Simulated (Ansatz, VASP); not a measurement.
# WC (Qusongite) in two plane-wave programs

Wanted: the spread between two codes on one cell, functional and k mesh. The cell is taken from a series of runs on this material, whose earlier steps may have relaxed, scaled, displaced or heated it; both programs get it as it stands.

Program: Ansatz 0.2.0. Level of theory: plane waves, with VASP 6.6.1 beside it; zone-centre phonons at PBEsol. Results are calculated unless marked as measured.

## 1. Set-up

The structure is hexagonal, space group P-6m2 (No. 187). The conventional cell has a = 2.940 Å, b = 2.940 Å, c = 2.859 Å, α = 90.00°, β = 90.00°, γ = 120.00°. Nearest to C lie 6 W at 2.22 Å. Nearest to W lie 6 C at 2.22 Å. Farther neighbours are not listed.

## 2. VASP: zone-centre phonons, PBEsol

Second derivatives magnify differences that forces hide, and they need a tight electronic threshold.

Lines of VASP's logs that name or quote its potential files are left out, and so is its time.

INCAR reads:

```
SYSTEM = WC
PREC = Accurate
ENCUT = 600
EDIFF = 1E-08
NELM = 120
ISMEAR = 1
SIGMA = 0.2
LREAL = .FALSE.
ALGO = Normal
GGA = PS
NBANDS = 11
LASPH = .TRUE.
LORBIT = 11
LWAVE = .FALSE.
LCHARG = .FALSE.
ISIF = 2
IBRION = 8
GGA_COMPAT = .FALSE.
KPAR = 2
```

POSCAR reads:

```
WC
1.0
    2.9402117137      0.0000000000      0.0000000000
   -1.4701058568      2.5462980366      0.0000000000
    0.0000000000      0.0000000000      2.8585489683
C W
1 1
Direct
    0.6666666667      0.3333333333      0.5000000000
    0.0000000000      0.0000000000      0.0000000000
```

KPOINTS reads:

```
Automatic mesh
0
Gamma
18 18 16
0 0 0
```

The projector-augmented-wave data sets are C and W (PBE family, release 64).

The run is started by

```
mpirun -np 2 vasp_std
```

Numbers of over 12 decimals in the logs are rounded to 6 here.

The program printed:

```text
[banner, memory and clock lines left out]
running    2 mpi-ranks, on    1 nodes
 distrk:  each k-point on    1 cores,    2 groups
 distr:  one band on    1 cores,    1 groups

 POSCAR found type information on POSCAR C W
 POSCAR found :  2 types and       2 ions
|                                                                             |
|               ----> ADVICE to this user running VASP <----                  |
|                                                                             |
|     You enforced a specific xc type in the INCAR file but a different       |
|     [... a line on the potential file left out ...]
|     I HOPE YOU KNOW WHAT YOU ARE DOING!                                     |
|                                                                             |

 LDA part: xc-table for (Slater+PW92), standard interpolation
 POSCAR, INCAR and KPOINTS ok, starting setup
 FFT: planning ... GRIDC
 FFT: planning ... GRID_SOFT
 FFT: planning ... GRID
 WAVECAR not read
 entering main loop
       N       E                     dE             d eps       ncg     rms          rms(c)
DAV:   1     0.270667001800E+02    0.27067E+02   -0.54241E+03  7326   0.924E+02
DAV:   2    -0.246828404407E+02   -0.51750E+02   -0.49164E+02  8438   0.211E+02
DAV:   3    -0.269193749290E+02   -0.22365E+01   -0.22064E+01  9232   0.366E+01
DAV:   4    -0.269355094235E+02   -0.16134E-01   -0.16129E-01  8016   0.355E+00
DAV:   5    -0.269355790300E+02   -0.69606E-04   -0.69606E-04  9003   0.235E-01    0.325E+01
DAV:   6    -0.240771558936E+02    0.28584E+01   -0.13179E+01  8858   0.220E+01    0.104E+01
DAV:   7    -0.239884236908E+02    0.88732E-01   -0.67455E-01  7515   0.636E+00    0.793E+00
DAV:   8    -0.239456698377E+02    0.42754E-01   -0.13010E-01  8090   0.270E+00    0.206E+00
DAV:   9    -0.239397597653E+02    0.59101E-02   -0.14827E-02  7977   0.786E-01    0.133E-01
DAV:  10    -0.239396459005E+02    0.11386E-03   -0.86589E-04  8447   0.265E-01    0.172E-01
DAV:  11    -0.239396327038E+02    0.13197E-04   -0.85175E-05  8770   0.628E-02    0.723E-03
DAV:  12    -0.239396301600E+02    0.25438E-05   -0.60277E-06  8279   0.160E-02    0.156E-02
DAV:  13    -0.239396301064E+02    0.53643E-07   -0.97435E-07  9560   0.764E-03    0.901E-04
DAV:  14    -0.239396300922E+02    0.14171E-07   -0.28720E-08  7535   0.139E-03    0.127E-03
DAV:  15    -0.239396301044E+02   -0.12234E-07   -0.26279E-09  3879   0.439E-04    0.207E-04
DAV:  16    -0.239396301055E+02   -0.10245E-08   -0.23003E-10  3804   0.145E-04
   1 F= -.23939630E+02 E0= -.23939499E+02  d E =-.393995E-03
 Linear response reoptimize wavefunctions to high precision
DAV:   1    -0.239396301076E+02   -0.21046E-08   -0.34326E-11  4344   0.468E-05
DAV:   2    -0.239396301076E+02    0.46612E-11   -0.27907E-12  3744   0.209E-05
 Linear response DOF=           4
 Linear response progress:
  Degree of freedom:   1/  4
       N       E                     dE             d eps       ncg     rms          rms(c)
RMM:   1    -0.117176993439E+00   -0.11718E+00    0.41007E-02 75338   0.204E+00
RMM:   2    -0.114665806318E+00    0.25112E-02   -0.21915E-03 50479   0.433E-01    0.196E-01
RMM:   3    -0.114962871127E+00   -0.29706E-03   -0.39048E-04 48093   0.133E-01    0.105E-01
RMM:   4    -0.115662200345E+00   -0.69933E-03   -0.28253E-04 48003   0.107E-01    0.245E-02
RMM:   5    -0.115619523099E+00    0.42677E-04   -0.40161E-06 52601   0.182E-02    0.130E-03
RMM:   6    -0.115632079898E+00   -0.12557E-04   -0.23374E-07 52780   0.226E-03    0.435E-04
RMM:   7    -0.115628951042E+00    0.31289E-05    0.24040E-08 53516   0.409E-04    0.801E-05
RMM:   8    -0.115629191696E+00   -0.24065E-06    0.61751E-08 53228   0.733E-05    0.268E-05
RMM:   9    -0.115629075572E+00    0.11612E-06   -0.70787E-09 55781   0.178E-05    0.429E-06
RMM:  10    -0.115629054092E+00    0.21480E-07   -0.10297E-09 51251   0.440E-06    0.624E-07
RMM:  11    -0.115629053303E+00    0.78954E-09    0.67201E-11 36197   0.234E-06    0.197E-07
 first order change of Fermi-energy   0.55316E-05
 force on displaced ion       1 direction 1 : -14.160   0.002   0.000
 Linear response progress:
  Degree of freedom:   2/  4
       N       E                     dE             d eps       ncg     rms          rms(c)
RMM:   1    -0.120495556373E+00   -0.12050E+00    0.56491E-02 26518   0.212E+00
RMM:   2    -0.119016113555E+00    0.14794E-02   -0.23565E-03 17909   0.457E-01    0.177E-01
RMM:   3    -0.119195144429E+00   -0.17903E-03   -0.70727E-04 17021   0.172E-01    0.871E-02
RMM:   4    -0.120028125036E+00   -0.83298E-03   -0.50751E-04 17432   0.132E-01    0.210E-02
RMM:   5    -0.120006062111E+00    0.22063E-04   -0.89105E-06 18400   0.213E-02    0.264E-03
RMM:   6    -0.120038674231E+00   -0.32612E-04   -0.72185E-07 17879   0.515E-03    0.466E-04
RMM:   7    -0.120038576669E+00    0.97562E-07   -0.27309E-08 18877   0.826E-04    0.237E-04
RMM:   8    -0.120037042838E+00    0.15338E-05   -0.78738E-09 18852   0.138E-04    0.325E-05
RMM:   9    -0.120037009644E+00    0.33194E-07   -0.12450E-09 19173   0.337E-05    0.932E-06
RMM:  10    -0.120036960349E+00    0.49295E-07   -0.33992E-09 19419   0.125E-05    0.859E-07
RMM:  11    -0.120036963705E+00   -0.33560E-08   -0.41224E-10 15991   0.309E-06    0.463E-07
 first order change of Fermi-energy   0.25052E-03
 force on displaced ion       1 direction 3 :  -0.000  -0.000 -12.283
 Linear response progress:
  Degree of freedom:   3/  4
       N       E                     dE             d eps       ncg     rms          rms(c)
RMM:   1    -0.109134685767E+00   -0.10913E+00   -0.88652E-02 64367   0.189E+00
RMM:   2    -0.106260109277E+00    0.28746E-02   -0.18358E-03 49567   0.344E-01    0.201E-01
RMM:   3    -0.105303729299E+00    0.95638E-03   -0.33515E-04 51656   0.113E-01    0.118E-01
RMM:   4    -0.104852581685E+00    0.45115E-03   -0.53226E-04 51615   0.141E-01    0.184E-02
RMM:   5    -0.104870823308E+00   -0.18242E-04    0.14869E-06 53583   0.166E-02    0.372E-03
RMM:   6    -0.104872809404E+00   -0.19861E-05   -0.18029E-07 53365   0.227E-03    0.132E-03
RMM:   7    -0.104872847566E+00   -0.38162E-07    0.81158E-08 52862   0.997E-04    0.113E-04
RMM:   8    -0.104871948505E+00    0.89906E-06   -0.15604E-08 54689   0.200E-04    0.221E-05
RMM:   9    -0.104871950397E+00   -0.18925E-08    0.32814E-08 55883   0.326E-05    0.546E-06
 first order change of Fermi-energy  -0.63172E-04
 force on displaced ion       2 direction 1 : -14.162   0.002   0.000
 Linear response progress:
  Degree of freedom:   4/  4
       N       E                     dE             d eps       ncg     rms          rms(c)
RMM:   1    -0.113958088628E+00   -0.11396E+00   -0.96253E-02 23668   0.195E+00
RMM:   2    -0.110197259615E+00    0.37608E-02   -0.22861E-03 17434   0.397E-01    0.169E-01
RMM:   3    -0.109547332672E+00    0.64993E-03   -0.22011E-04 18246   0.103E-01    0.940E-02
RMM:   4    -0.109417112898E+00    0.13022E-03   -0.37403E-04 17975   0.128E-01    0.138E-02
RMM:   5    -0.109433510913E+00   -0.16398E-04   -0.29591E-06 18954   0.135E-02    0.438E-03
RMM:   6    -0.109445885572E+00   -0.12375E-04   -0.55981E-08 18915   0.208E-03    0.109E-03
RMM:   7    -0.109446841438E+00   -0.95587E-06   -0.45390E-09 18567   0.677E-04    0.291E-04
RMM:   8    -0.109446617225E+00    0.22421E-06   -0.14644E-09 19337   0.207E-04    0.830E-05
RMM:   9    -0.109446092258E+00    0.52497E-06    0.15584E-09 19434   0.612E-05    0.596E-06
RMM:  10    -0.109446070151E+00    0.22107E-07    0.23116E-09 19729   0.105E-05    0.203E-06
RMM:  11    -0.109446068970E+00    0.11812E-08   -0.66608E-10 16141   0.280E-06    0.342E-07
 first order change of Fermi-energy  -0.36907E-03
 force on displaced ion       2 direction 3 :  -0.000   0.000 -12.286
 Linear response finished
```

OUTCAR, selected parts (step 2):

```text
ion  position               nearest neighbor table
   1  0.667  0.333  0.500-   2 2.22   2 2.22   2 2.22   2 2.22   2 2.22   2 2.22
   2  0.000  0.000  0.000-   1 2.22   1 2.22   1 2.22   1 2.22   1 2.22   1 2.22

  LATTYP: Found a hexagonal cell.
 ALAT       =     2.9402117137
 C/A-ratio  =     0.9722255561

 Subroutine GETGRP returns: Found 12 space group operations
 (whereof 12 operations were pure point group operations)

The static configuration has the point symmetry D_3h.

 Found    333 irreducible k-points:

   k-points           NKPTS =    333   k-points in BZ     NKDIM =    333   number of bands    NBANDS=     11

   dimension x,y,z NGX =    24 NGY =   24 NGZ =   24
   dimension x,y,z NGXF=    48 NGYF=   48 NGZF=   48

   ENCUT  =  600.0 eV  44.10 Ry    6.64 a.u.   5.87  5.87  5.71*2*pi/ulx,y,z

   NELECT =      10.0000    total number of electrons

 k-points in reciprocal lattice and weights: Automatic mesh
   0.00000000  0.00000000  0.00000000       0.000
   0.05555556  0.00000000  0.00000000       0.001
   0.11111111  0.00000000  0.00000000       0.001
   0.16666667 -0.00000000  0.00000000       0.001
   0.22222222 -0.00000000  0.00000000       0.001
   0.27777778  0.00000000  0.00000000       0.001
   0.33333333  0.00000000  0.00000000       0.001
   0.38888889  0.00000000  0.00000000       0.001
   0.44444444 -0.00000000  0.00000000       0.001
[...]
0.33333333  0.27777778  0.50000000       0.002
   0.33333333  0.33333333  0.50000000       0.000

 average (electrostatic) potential at core
       1 -46.6996       2 -37.5376

  Total       -2.0951400     -2.0951400     -2.0755574     -0.0000000     -0.0000000      0.0000000
  in kB     -156.8520325   -156.8520325   -155.3859925     -0.0000000     -0.0000000      0.0000000
  external PRESSURE =    -156.3633525 kB  Pullay stress =       0.0000000 kB

  energy-cutoff  :      600.00
  volume of cell :       21.40
      direct lattice vectors                 reciprocal lattice vectors
     2.940211714  0.000000000  0.000000000     0.340111562  0.196363502  0.000000000
    -1.470105857  2.546298037  0.000000000     0.000000000  0.392727004  0.000000000
     0.000000000  0.000000000  2.858548968     0.000000000  0.000000000  0.349827836

 POSITION                                       TOTAL-FORCE (eV/Angst)
 -----------------------------------------------------------------------------------
      1.47011      0.84877      1.42927         0.000000      0.000000      0.000000
      0.00000      0.00000      0.00000        -0.000000     -0.000000      0.000000
 -----------------------------------------------------------------------------------
    total drift:                               -0.000000      0.000000      0.000000

 Eigenvectors and eigenvalues of the dynamical matrix
 ----------------------------------------------------

   1 f  =   17.520072 THz   110.081857 2PiTHz  584.406687 cm-1    72.457162 meV
             X         Y         Z           dx          dy          dz
      1.470106  0.848766  1.429274    -0.469842   -0.847299    0.000000
      0.000000  0.000000  0.000000     0.120100    0.216585   -0.000000

   2 f  =   17.520072 THz   110.081857 2PiTHz  584.406687 cm-1    72.457162 meV
             X         Y         Z           dx          dy          dz
      1.470106  0.848766  1.429274    -0.847299    0.469842   -0.000000
      0.000000  0.000000  0.000000     0.216585   -0.120100    0.000000

   3 f  =   16.317659 THz   102.526877 2PiTHz  544.298523 cm-1    67.484386 meV
             X         Y         Z           dx          dy          dz
      1.470106  0.848766  1.429274     0.000000    0.000000    0.968847
      0.000000  0.000000  0.000000     0.000000   -0.000000   -0.247662

   4 f/i=    0.000337 THz     0.002118 2PiTHz    0.011246 cm-1     0.001394 meV
             X         Y         Z           dx          dy          dz
      1.470106  0.848766  1.429274    -0.247000    0.018009   -0.000000
      0.000000  0.000000  0.000000    -0.966283    0.070452   -0.000000

   5 f/i=    0.000337 THz     0.002118 2PiTHz    0.011246 cm-1     0.001394 meV
             X         Y         Z           dx          dy          dz
      1.470106  0.848766  1.429274     0.018009    0.247000   -0.000000
      0.000000  0.000000  0.000000     0.070452    0.966283   -0.000000

   6 f/i=    0.000412 THz     0.002591 2PiTHz    0.013753 cm-1     0.001705 meV
             X         Y         Z           dx          dy          dz
      1.470106  0.848766  1.429274     0.000000    0.000000    0.247662
      0.000000  0.000000  0.000000     0.000000    0.000000    0.968847

 ELASTIC MODULI CONTR FROM IONIC RELAXATION (kBar)
 Direction    XX          YY          ZZ          XY          YZ          ZX
 --------------------------------------------------------------------------------
 XX         -91.7800     91.7800      0.0000     -0.0000      0.0000     -0.0000
 YY          91.7800    -91.7800     -0.0000     -0.0000     -0.0000      0.0000
 ZZ           0.0000     -0.0000     -0.0000      0.0000      0.0000      0.0000
 XY          -0.0000     -0.0000      0.0000    -91.7800      0.0000      0.0000
 YZ           0.0000     -0.0000      0.0000      0.0000     -0.0000     -0.0000
 ZX          -0.0000      0.0000      0.0000      0.0000     -0.0000     -0.0000
 --------------------------------------------------------------------------------
```

(Part 1 of 2 ends here.)

[Lines on the potential files, build, host, timing and source positions are cut from VASP's logs without a mark.]

[Logs are printed without paths, hosts, clocks, repeated set-up lines and the standing remarks that a program may print on its own settings, such as how far it seeks lower states.]

[Hosts, paths, dates, database ids (printed as entryN), source tags and the programs' standing remarks are cut or masked in the printed files.]
